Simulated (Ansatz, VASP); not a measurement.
# ZnIn in two plane-wave programs

Aim: how closely do two programs agree when they are given the same cell, functional and k mesh? The cell is generated by rule, not measured, and may not be a known phase. The two relaxations start from unlike cells of this crystal (the structure described is Ansatz's start), so only their ends are compared.

Method: plane waves, with VASP 6.6.1 beside it; relaxation of cell and atoms at PBE, in Ansatz 0.2.0.

The structure was built from a prototype and need not be the compound's stable phase.

**1. The structure**

It takes space group Fm-3m (No. 225, cubic). The conventional cell has a = 5.027 Å, b = 5.027 Å, c = 5.027 Å, α = 90.00°, β = 90.00°, γ = 90.00°. In has 6 Zn at 2.51 Å nearest. Nearest to Zn lie 6 In at 2.51 Å. Farther neighbours are not listed.

As a file:

```xyz
2
Lattice="0.0000 2.5133 2.5133 2.5133 0.0000 2.5133 2.5133 2.5133 0.0000" Properties=species:S:1:pos:R:3 pbc="T T T"
In    0.0000    0.0000    0.0000
Zn    2.5133    2.5133    2.5133
```

**2. VASP: relaxation of cell and atoms, PBE**

The relaxed volume is the usual yardstick between codes: in a stiff, nearly cubic crystal its relative difference is about their pressure difference at one cell divided by the bulk modulus.

Lines of VASP's logs that name or quote its potential files are left out, and so is its time.

Input file INCAR:

```
SYSTEM = ZnIn
PREC = Accurate
ENCUT = 500
EDIFF = 1E-07
NELM = 120
ISMEAR = 0
SIGMA = 0.1
LREAL = .FALSE.
ALGO = Normal
GGA = PE
NBANDS = 18
LORBIT = 11
LWAVE = .FALSE.
LCHARG = .FALSE.
ISIF = 3
IBRION = 2
NSW = 80
EDIFFG = -0.005
LASPH = .TRUE.
GGA_COMPAT = .FALSE.
NELMIN = 4
```

Input file POSCAR:

```
ZnIn
1.0
    0.0000000000      2.8559517069      2.8559517069
    2.8559517069      0.0000000000      2.8559517069
    2.8559517069      2.8559517069      0.0000000000
In Zn
1 1
Direct
    0.0000000000      0.0000000000      0.0000000000
    0.5000000000      0.5000000000      0.5000000000
```

Input file KPOINTS:

```
Automatic mesh
0
Gamma
8 8 8
0 0 0
```

The projector-augmented-wave data sets are In_d and Zn (PBE family, release 64).

Command:

```bash
> mpirun -np 1 vasp_std
```

Numbers of over 12 decimals in the logs are rounded to 6 here.

The log of the run:

```text
[banner, memory and clock lines left out]
running    1 mpi-ranks, on    1 nodes
 distrk:  each k-point on    1 cores,    1 groups
 distr:  one band on    1 cores,    1 groups

 POSCAR found type information on POSCAR InZn
 POSCAR found :  2 types and       2 ions
 LDA part: xc-table for (Slater+PW92), standard interpolation
 POSCAR, INCAR and KPOINTS ok, starting setup
 FFT: planning ... GRIDC
 FFT: planning ... GRID_SOFT
 FFT: planning ... GRID
 WAVECAR not read
 entering main loop
       N       E                     dE             d eps       ncg     rms          rms(c)
DAV:   1     0.152263373002E+03    0.15226E+03   -0.12083E+04  1052   0.184E+03
DAV:   2     0.488592479670E+01   -0.14738E+03   -0.14484E+03  1048   0.337E+02
DAV:   3    -0.328821221914E+01   -0.81741E+01   -0.81457E+01  1234   0.937E+01
DAV:   4    -0.345391667032E+01   -0.16570E+00   -0.16563E+00  1228   0.132E+01
DAV:   5    -0.346181549090E+01   -0.78988E-02   -0.78980E-02  1402   0.257E+00    0.302E+00
DAV:   6    -0.336005739468E+01    0.10176E+00   -0.48916E-01  1138   0.133E+01    0.188E+00
DAV:   7    -0.335266853212E+01    0.73889E-02   -0.32308E-02  1282   0.307E+00    0.907E-01
DAV:   8    -0.335051156123E+01    0.21570E-02   -0.53056E-03  1376   0.892E-01    0.142E-01
DAV:   9    -0.335045027979E+01    0.61281E-04   -0.59900E-04  1418   0.388E-01    0.545E-02
DAV:  10    -0.335046519288E+01   -0.14913E-04   -0.60477E-05  1128   0.871E-02    0.136E-02
DAV:  11    -0.335046759350E+01   -0.24006E-05   -0.59268E-06  1540   0.325E-02    0.453E-03
DAV:  12    -0.335046773488E+01   -0.14138E-06   -0.92924E-07  1428   0.124E-02    0.274E-03
DAV:  13    -0.335046775228E+01   -0.17405E-07   -0.50013E-08   660   0.231E-03
   1 F= -.33504678E+01 E0= -.33487505E+01  d E =-.335047E+01
 curvature:   0.00 expect dE= 0.000E+00 dE for cont linesearch  0.000E+00
 trial: gam= 0.00000 g(F)=  0.702E-59 g(S)=  0.470E-03 ort = 0.000E+00 (trialstep = 0.100E+01)
 search vector abs. value=  0.470E-03
 bond charge predicted
       N       E                     dE             d eps       ncg     rms          rms(c)
DAV:   1    -0.336202307742E+01   -0.11555E-01   -0.19741E-01  1140   0.815E+00    0.713E-01
DAV:   2    -0.335215477660E+01    0.98683E-02   -0.31351E-02  1138   0.355E+00    0.237E-01
DAV:   3    -0.335099727348E+01    0.11575E-02   -0.18836E-03  1406   0.788E-01    0.103E-01
DAV:   4    -0.335078770524E+01    0.20957E-03   -0.15576E-04  1500   0.193E-01    0.604E-02
DAV:   5    -0.335073930884E+01    0.48396E-04   -0.47294E-05  1526   0.880E-02    0.824E-03
DAV:   6    -0.335073950438E+01   -0.19553E-06   -0.43654E-06  1168   0.278E-02    0.452E-03
DAV:   7    -0.335073975426E+01   -0.24989E-06   -0.37849E-07  1110   0.922E-03    0.105E-03
DAV:   8    -0.335073970121E+01    0.53054E-07   -0.11561E-07   616   0.537E-03
   2 F= -.33507397E+01 E0= -.33490893E+01  d E =-.271949E-03
 trial-energy change:   -0.000272  1 .order   -0.000278   -0.000470   -0.000087
 step:   1.2612(harm=  1.2276)  dis= 0.00000  next Energy=    -3.350751 (dE=-0.283E-03)
 bond charge predicted
       N       E                     dE             d eps       ncg     rms          rms(c)
DAV:   1    -0.335151839206E+01   -0.77864E-03   -0.13408E-02  1136   0.211E+00    0.187E-01
DAV:   2    -0.335084682558E+01    0.67157E-03   -0.21804E-03  1136   0.942E-01    0.616E-02
DAV:   3    -0.335076703540E+01    0.79790E-04   -0.12911E-04  1402   0.209E-01    0.271E-02
DAV:   4    -0.335075122735E+01    0.15808E-04   -0.10960E-05  1530   0.514E-02    0.161E-02
DAV:   5    -0.335074643463E+01    0.47927E-05   -0.32292E-06  1490   0.231E-02    0.217E-03
DAV:   6    -0.335074646783E+01   -0.33197E-07   -0.31039E-07  1040   0.736E-03
   3 F= -.33507465E+01 E0= -.33491108E+01  d E =-.278716E-03
 curvature:  -0.60 expect dE=-0.115E-06 dE for cont linesearch -0.115E-06
 trial: gam=-0.01978 g(F)=  0.398E-59 g(S)=  0.191E-06 ort = 0.948E-05 (trialstep = 0.105E+01)
 search vector abs. value=  0.178E-09
 reached required accuracy - stopping structural energy minimisation
```

OUTCAR, selected parts (step 2):

```text
ion  position               nearest neighbor table
   1  0.000  0.000  0.000-   2 2.86   2 2.86   2 2.86   2 2.86   2 2.86   2 2.86
   2  0.500  0.500  0.500-   1 2.86   1 2.86   1 2.86   1 2.86   1 2.86   1 2.86

  LATTYP: Found a face centered cubic cell.
 ALAT       =     5.7119034138

 Subroutine GETGRP returns: Found 48 space group operations
 (whereof 48 operations were pure point group operations)

The static configuration has the point symmetry O_h .

 Found     29 irreducible k-points:

   k-points           NKPTS =     29   k-points in BZ     NKDIM =     29   number of bands    NBANDS=     18

   dimension x,y,z NGX =    30 NGY =   30 NGZ =   30
   dimension x,y,z NGXF=    60 NGYF=   60 NGZF=   60

   ENCUT  =  500.0 eV  36.75 Ry    6.06 a.u.   7.36  7.36  7.36*2*pi/ulx,y,z

   NELECT =      25.0000    total number of electrons

 k-points in reciprocal lattice and weights: Automatic mesh
   0.00000000  0.00000000  0.00000000       0.002
   0.12500000  0.00000000  0.00000000       0.016
   0.25000000  0.00000000  0.00000000       0.016
   0.37500000  0.00000000  0.00000000       0.016
   0.50000000  0.00000000  0.00000000       0.008
   0.12500000  0.12500000  0.00000000       0.012
   0.25000000  0.12500000  0.00000000       0.047
   0.37500000  0.12500000  0.00000000       0.047
   0.50000000  0.12500000  0.00000000       0.047
[...]
-0.37500000  0.50000000  0.12500000       0.023
  -0.25000000  0.50000000  0.25000000       0.012

 average (electrostatic) potential at core
       1 -96.6907       2 -35.1192

 E-fermi :   4.6624

 k-point     1 :       0.0000    0.0000    0.0000
  band No.  band energies     occupation
    ...
      7      -2.5999      2.00000
      8      -2.5999      2.00000
      9      -2.5999      2.00000
     10      -2.5778      2.00000
     11      -2.5778      2.00000
     12       8.0937      0.00000
     13       8.0937      0.00000
     14       8.0937      0.00000
     15      10.1267      0.00000
     16      13.1665      0.00000
    ...

 k-point     2 :       0.1250    0.0000    0.0000
  band No.  band energies     occupation
    ...
      7      -2.6055      2.00000
      8      -2.6034      2.00000
      9      -2.6034      2.00000
     10      -2.5885      2.00000
     11      -2.5885      2.00000
     12       6.2508      0.00000
     13       8.0759      0.00000
     14       8.0759      0.00000
     15      10.8914      0.00000
     16      12.6577      0.00000
    ...

 k-point     3 :       0.2500    0.0000    0.0000
  band No.  band energies     occupation
    ...
      8      -2.6469      2.00000
      9      -2.6075      2.00000
     10      -2.5790      2.00000
     11      -2.5790      2.00000
     12       3.6783      2.00000
     13       8.1209      0.00000
     14       8.1209      0.00000
     15      10.5760      0.00000
     16      11.2755      0.00000
     17      11.2755      0.00000
    ...

  Total        0.0016265      0.0016265      0.0016265      0.0000000      0.0000000      0.0000000
  in kB        0.0555260      0.0555260      0.0555260      0.0000000      0.0000000      0.0000000
  external PRESSURE =       0.0555260 kB  Pullay stress =       0.0000000 kB

  energy-cutoff  :      500.00
  volume of cell :       46.93
      direct lattice vectors                 reciprocal lattice vectors
    -0.000000000  2.862952002  2.862952002    -0.174644912  0.174644912  0.174644912
     2.862952002 -0.000000000  2.862952002     0.174644912 -0.174644912  0.174644912
     2.862952002  2.862952002  0.000000000     0.174644912  0.174644912 -0.174644912

 POSITION                                       TOTAL-FORCE (eV/Angst)
 -----------------------------------------------------------------------------------
      0.00000     -0.00000      0.00000         0.000000      0.000000     -0.000000
      2.86295      2.86295      2.86295        -0.000000     -0.000000      0.000000
 -----------------------------------------------------------------------------------
    total drift:                                0.000000      0.000000      0.000000

  FREE ENERGIE OF THE ION-ELECTRON SYSTEM (eV)
  ---------------------------------------------------
  free  energy   TOTEN  =        -3.3507464678 eV

  energy  without entropy=       -3.3474751918  energy(sigma->0) =       -3.34911083

 reached required accuracy - stopping structural energy minimisation

 total charge
# of ion       s       p       d       tot
------------------------------------------
    1        0.974   0.539   9.846  11.360
    2        0.682   0.311   9.715  10.709
--------------------------------------------------
tot          1.656   0.851  19.562  22.069

[... 3 further parts left out ...]
```

The k-mesh is coarse for a metal.

**3. Ansatz: relaxation of cell and atoms, PBE**

Ansatz runs on its default PAW (the set named soft_2) files.

Its own start cell and the same functional, mesh and smearing now go to Ansatz, which takes its cutoff from its data sets.

Input file input.yaml:

```yaml
crystal:
  lattice:
    - [0.0, 2.51326, 2.51326]
    - [2.51326, 0.0, 2.51326]
    - [2.51326, 2.51326, 0.0]
  atoms:
    - { symbol: In, position: [0.0, 0.0, 0.0] }
    - { symbol: Zn, position: [0.5, 0.5, 0.5] }
kpoints:
  mp_grid: { grid: [8, 8, 8] }
hamiltonian:
  xc: pbe
scf:
  occupations: { method: gaussian, width: 0.1 }
output:
  forces: true
  stress: true
  eigenvalues: true
relax:
  adjacent_minimum: "off"
  f_tol: 0.05
  max_steps: 80
  cell: { stress_tol: 0.5 }
```

Command:

```bash
> ansatz run input.yaml --threads 4 --pin off --max-ram 8192MiB --backend cpu --events-out ev --progress --plain --runs-dir out
```

The log of the run:

```text
The last accepted step is kept in <dir> (removed where the run ends without a failure and the disk answers)
Engine: ansatz 0.2.0, aarch64-unknown-linux-gnu
Pseudopotentials: kind: paw
Pseudopotential: In, paw, valence charge 13, recommended cutoff 420 eV (normal), In.paw.azcp
Pseudopotential: Zn, paw, valence charge 12, recommended cutoff 420 eV (normal), Zn.paw.azcp
Functional definition: PBE
  parameter kappa = 0.804
  parameter beta = 0.066725
  exchange = pbe_x(kappa = kappa, mu = beta*pi^2/3)
  correlation = pbe_c(beta = beta)
Crystal: 2 atoms, lattice volume = 31.750 Å³
Basis set: ecut = 420 eV, 609 PW (Γ), exchange–correlation on 48×48×48 points (8 copies of the dense FFT grid, shifted against one another)
Bands: 17, of which v1, the nominal top of the filled ones, is band 13 counted from 1 (12 counted from 0)
Symmetry: 48 space group operations
Space group: Fm-3m (ITA 225), of the structure as read, at distance tolerance 3.2e-5 Å
k-points: 29 of 512
Non-local potential: In, projectors of the file, l = 0: 2, l = 1: 2, l = 2: 2, l = 3: 2
Non-local potential: Zn, projectors of the file, l = 0: 2, l = 1: 2, l = 2: 3, l = 3: 1
PAW form: soft (Blöchl's): semilocal exchange-correlation on the pseudo side does not see the compensation charge
PAW one-centre angular grid: In, 590 points (default); XC on 64 Gauss nodes
PAW one-centre angular grid: Zn, 590 points (default); XC on 64 Gauss nodes
Initial density: superposition of atomic densities (neutral atoms: chi_scale 0, normalization atom), corrected by the library's trained network
Initial wavefunctions: pseudopotential atomic-orbital guess
Functional: x = pbe(κ = 0.804, μ = 0.219515), c = pbe(β = 0.066725)
SCF iter   1: F=—  HF=-8915.226745 eV  |F-HF|=—  |Δ(HF+E_count)|=         —  Δρ=1.91e-3  dr2=1.04e-3  ethr=1.77e-3  ⟨swp⟩=5.4  Hψ=2416  notcnv=0
preconditioner: auto → none  [insulator: Δε(μ)=0.389 eV  Ē_g=16.629 eV  σ=0.100 eV  W_gap=0.90  n_scr=14 (ndim 8)  ℏωp=33.0 eV  f_vac=0.000  D(μ)=0.69/eV (n_scr^D=0)  ε∞_Penn≈4.9]
SCF iter   2: F=—  HF=-8915.226538 eV  |F-HF|=—  |Δ(HF+E_count)|=   2.07e-4  Δρ=8.44e-4  dr2=9.88e-5  ethr=4.14e-6  ⟨swp⟩=2.0  Hψ=1074  notcnv=0
SCF iter   3: F=—  HF=-8915.226519 eV  |F-HF|=—  |Δ(HF+E_count)|=   1.97e-5  Δρ=2.45e-4  dr2=1.73e-5  ethr=3.95e-7  ⟨swp⟩=2.0  Hψ=757  notcnv=0
SCF iter   4: F=—  HF=-8915.226516 eV  |F-HF|=—  |Δ(HF+E_count)|=   2.45e-6  Δρ=2.21e-4  dr2=6.53e-6  ethr=6.92e-8  ⟨swp⟩=2.0  Hψ=689  notcnv=0
SCF iter   5: F=—  HF=-8915.226515 eV  |F-HF|=—  |Δ(HF+E_count)|=   7.32e-7  Δρ=6.90e-5  dr2=6.79e-7  ethr=2.61e-8  ⟨swp⟩=2.4  Hψ=652  notcnv=0
SCF iter   6: F=-8915.226515 eV  HF=-8915.226515 eV  |F-HF|=4.57e-9  |Δ(HF+E_count)|=   2.69e-8  Δρ=7.26e-6  dr2=5.77e-9  ethr=4.00e-10  ⟨swp⟩=4.6  Hψ=2235  notcnv=0
SCF 1 converged in 6 iterations: F = -8915.226515 eV  dr2 = 5.77e-9
  greatest PAW one-centre occupation: 0.982 electrons in one spin orbital (limit 2), on the Zn atom at site 1 (counted from 0), in its partial waves of l = 2
relax step   1: F+E_penalty+E_count = -8915.22651540 eV  Δ(F+E_penalty+E_count) = +0.000e0 eV  max|allowed force component| = 1.611e-29 eV/Å  Δτ_max = 0.0000 Å  P = +42.068 GPa  Ω = 31.750 Å³  (6 SCF iters, dr2 threshold 1.00e-7 eV, accepted)
[...]
relax step   5: F+E_penalty+E_count = -8916.52406891 eV  Δ(F+E_penalty+E_count) = -3.725e-3 eV  max|allowed force component| = 1.354e-29 eV/Å  Δτ_max = 0.0000 Å  P = -0.132 GPa  Ω = 45.623 Å³  energy of the carried Pulay correction = -1.001e-2 eV  (5 SCF iters, dr2 threshold 2.00e-7 eV, accepted)
[...]
relax step   6: F+E_penalty+E_count = -8916.55191808 eV  Δ(F+E_penalty+E_count) = -2.785e-2 eV  max|allowed force component| = 2.169e-29 eV/Å  Δτ_max = 0.0000 Å  P = +1.098 GPa  Ω = 45.623 Å³  stress off target by 1.10e0 GPa  SCF on the basis re-selected at this cell (its energy is not comparable with the rows above)  (7 SCF iters)
[...]
relax step   7: F+E_penalty+E_count = -8916.55532809 eV  Δ(F+E_penalty+E_count) = -3.410e-3 eV  max|allowed force component| = 2.120e-29 eV/Å  Δτ_max = 0.0000 Å  P = +0.337 GPa  Ω = 46.456 Å³  energy of the carried Pulay correction = -2.818e-4 eV  (5 SCF iters, dr2 threshold 2.00e-7 eV, accepted)
[...]
relax step   8: F+E_penalty+E_count = -8916.55560865 eV  Δ(F+E_penalty+E_count) = -2.806e-4 eV  max|allowed force component| = 1.805e-29 eV/Å  Δτ_max = 0.0000 Å  P = +0.334 GPa  Ω = 46.456 Å³  stress off target by 3.34e-1 GPa  SCF on the basis re-selected at this cell (its energy is not comparable with the rows above)  (4 SCF iters)
basis re-selected at this cell: Δ(F+E_penalty+E_count) = -2.806e-4 eV, ΔP = -0.002 GPa vs the last step (what re-selecting the basis moved, of the pressure what is left beyond the Pulay correction that the steps carried, after the strain that the cell walked since its last selection, with what the two solves' SCF thresholds leave and, on support functions, any second-order correction that the steps lacked; it is no m [...]
SCF converged after 4 iterations
Free energy (F): -8916.555609 eV
Harris-Foulkes:  -8916.555608 eV  (|F-HF|=2.89e-7)
Internal energy: -8916.552121 eV  (E = F + TS)
E sigma→0 (E₀):  -8916.553865 eV
Entropy (-TS):   -0.003487 eV (-1.744 meV/atom)
Fermi energy:    8.897334 eV
--- Per-component energies (eV) ---
  E_band       = -14.948332
  E_kinetic    = 371.702854
  E_local      = -2869.947488  (includes V_loc(G=0)·N_el)
  E_nonlocal   = 976.746519
  E_hartree    = 1174.642255
  E_xc         = -352.784177
  E_vxc        = -151.312388  (∫ρ·V_xc dr)
  E_paw        = -5977.325838  (= ΣΔE_a)
  E_vpaw       = -691.422808  (= ΣTr[D̂ρ^β])
  E_aug_tail   = -0.000338  (compensation charges beyond the density's cutoff)
  E_ewald      = -2239.585909
  E_smearing   = -0.003487  (= −TS)
  E_closure    = -0.000000  (closes the sum)
  Σ components = -8916.555609   (vs F -8916.555609, Δ=0.00e0)
--- Forces (eV/Å), atoms counted from 1 ---
  atom   1  In    -0.00000000     0.00000000     0.00000000
  atom   2  Zn     0.00000000    -0.00000000     0.00000000
  max |Σ_I F_I| component: 3.54e-29 eV/Å
--- Stress (GPa, compression-positive) ---
        0.334359       0.000000       0.000000
       -0.000000       0.334359      -0.000000
        0.000000       0.000000       0.334359
  P = ⅓ Tr σ = 0.3344 GPa (3.344 kbar)
--- Band table (eV; the first three rows and the last of 29) ---
  k-point 0: bands = [... 9 lower, 1.6530, 1.6530, 12.3384, 12.3384, 12.3384, 14.4734, 17.4217, 17.4217]
  k-point 1: bands = [... 9 lower, 1.6415, 1.6415, 10.4968, 12.3210, 12.3210, 15.2042, 16.9124, 17.0661]
  k-point 2: bands = [... 9 lower, 1.6507, 1.6507, 7.9052, 12.3679, 12.3679, 14.8538, 15.5394, 15.5394]
  k-point 28: bands = [... 9 lower, 1.6985, 5.1735, 5.8053, 6.9438, 6.9438, 15.1212, 15.3395, 17.5972]
--- Relaxed structure (6 steps of the walk, 6 accepted, 2 SCFs on fresh bases) ---
  F+E_penalty+E_count = -8916.55560865 eV   max|allowed force component| = 1.805e-29 eV/Å   (the final SCF, on the basis selected at the relaxed cell)
  cell:  # Å, volume = 46.4558 Å³
    - [0, 2.853230, 2.853230]
    - [2.853230, 0, 2.853230]
    - [2.853230, 2.853230, 0]
  atoms:
    - { symbol: In, position: [0, 0, 0] }
    - { symbol: Zn, position: [0.5, 0.5, 0.5] }
```

Reading the cycles: dr2 is the Hartree energy of the density residual (eV), the measure of convergence; HF is the Harris–Foulkes estimate of the energy, which meets the free energy F at convergence.

**4. Differences**

Known differences besides the potentials themselves: the cutoff is 420 eV in Ansatz and 500 eV in VASP; Ansatz adds a Pulay correction to the stress that steers its cell, VASP none. Total energies have different zeros and are not compared.

Both answers:

| quantity | Ansatz | VASP | difference |
| --- | --- | --- | --- |
| volume (Å³) | 46.46 | 46.93 | -1.02 % |
| edge a after relaxation, in the typed setting (Å) | 4.035 | 4.049 | -0.34 % |

**5. Outcome**

```yaml
difference_in_volume_relaxation_of_cell_and_atoms_pbe: -1.0 %
```

The difference in volume is -1.0 % (relaxation of cell and atoms, PBE), within the 1.2 % picked in this series as the mark of a large difference, as far as the stopping tolerances let one tell. 2 further runs of this series are not shown here. Such differences can come from data sets, numerical settings and the points named under the comparisons, not from the functional's error against experiment.

[Lines on the potential files, build, host, timing and source positions are cut from VASP's logs without a mark.]

[Logs are printed without paths, hosts, clocks, repeated set-up lines and the standing remarks that a program may print on its own settings, such as how far it seeks lower states.]

[Hosts, paths, dates, database ids (printed as entryN), source tags and the programs' standing remarks are cut or masked in the printed files.]
